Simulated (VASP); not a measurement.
A run of VASP 6.6.1 is set up as follows.

The input INCAR:

```
ALGO = Normal ; DIPOL = 0.5 0.5 0.500
EDIFF = 1E-6 ; ENCUT = 520
ICORELEVEL = 1 ; IDIPOL = 3
ISIF = 2 ; ISMEAR = 0
LASPH = True ; LCHARG = False
LDIPOL = True ; LREAL = False
LUSENCCL = False ; LVACPOTAV = True
LVHAR = True ; LWAVE = False
NBANDS = 106 ; NELM = 80
PREC = Accurate ; SIGMA = 0.03
```

KPOINTS

```
k-points
0
Gamma
  8 5 1
```

The input POSCAR:

```
ZnO
1.0
    3.1939353800      0.0000000000      0.0000000000
    0.0000000000      5.1636360000      0.0000000000
    0.0000000000      0.0000000000     26.9861298300
Zn O
10 10
Direct
    0.9999997600      0.4996490000      0.2779205500
    0.5000008200      0.9996490000      0.3120866800
    0.4999999500      0.4996490000      0.3804187400
    0.0000010200      0.9996490000      0.4145848700
    0.0000001500      0.4996490000      0.4829169300
    0.5000012100      0.9996490000      0.5170830700
    0.5000003400      0.4996490000      0.5854151300
    0.0000014000      0.9996490000      0.6195812600
    0.0000005300      0.4996490000      0.6879133200
    0.5000016000      0.9996490000      0.7220794500
    0.9999997600      0.1213410000      0.2779205500
    0.5000008200      0.6213410000      0.3120866800
    0.4999999500      0.1213410000      0.3804187400
    0.0000010200      0.6213410000      0.4145848700
    0.0000001500      0.1213410000      0.4829169300
    0.5000012100      0.6213410000      0.5170830700
    0.5000003400      0.1213410000      0.5854151300
    0.0000014000      0.6213410000      0.6195812600
    0.0000005300      0.1213410000      0.6879133200
    0.5000016000      0.6213410000      0.7220794500
```

Potentials or basis: VASP PAW LDA potentials, release 64 (Zn, O).

The run is started by

```sh
$ cat potpaw_LDA.64/Zn/POTCAR potpaw_LDA.64/O/POTCAR > POTCAR
$ mpirun -np 1 vasp_std > vasp.out
```

Question: Predict the largest force.

Answer: 1.892 eV/Å.

Question: Estimate the ionisation potential of the upper face.

Answer: 5.42 eV.

Question: Estimate the band gap on the k mesh.

Answer: 0.48 eV, direct.

Core levels (eV, on the scale of the bands):
```csv
atom,levels
1 Zn,"1s -9474.3, 2s -1150.1, 2p -998.6, 3s -125.3, 3p -80.1"
2 Zn,"1s -9472.8, 2s -1148.7, 2p -997.2, 3s -124.0, 3p -78.9"
3 Zn,"1s -9473.4, 2s -1149.3, 2p -997.8, 3s -124.6, 3p -79.5"
4 Zn,"1s -9473.2, 2s -1149.1, 2p -997.6, 3s -124.4, 3p -79.3"
5 Zn,"1s -9473.3, 2s -1149.2, 2p -997.7, 3s -124.5, 3p -79.4"
6 Zn,"1s -9473.3, 2s -1149.2, 2p -997.7, 3s -124.5, 3p -79.4"
```
